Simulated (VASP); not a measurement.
```
AlCo
1.0
    2.86000     0.00000     0.00000
    0.00000     2.86000     0.00000
    0.00000     0.00000     2.86000
Al Co
1 1
Direct
  0.50000   0.50000   0.50000
  0.00000   0.00000   0.00000
```

The numbers are results of optB88-vdW, VASP's PBE PAW potentials (set 64) (plane waves; VASP), not measurements. Run with 520 eV cut-off, 11×11×11 Γ-centred mesh, first-order Methfessel-Paxton smearing of 0.10 eV, potentials Al Co.

**Question.** The ions, cell shape and volume are relaxed. What does this cell relax into?

**Answer.** 
```
AlCo
1.0
    2.84404     0.00000     0.00000
    0.00000     2.84404     0.00000
    0.00000     0.00000     2.84404
Al Co
1 1
Cartesian
  1.42202   1.42202   1.42202
  0.00000   0.00000   0.00000
```
Space group Pm-3m (221), at a tolerance of 0.03 Å.

**Question.** How do energy and volume change from the first to the last step?

**Answer.** The energy (σ→0) changes by -1.7 meV/atom and the volume by -1.7 %, in 3 ionic steps.

The compound is CoAl in the CsCl type structure. This run relaxes it. Symmetry was kept, so distortions that lower it aren't found. The run is not spin-polarised, so no magnetic state was tried.
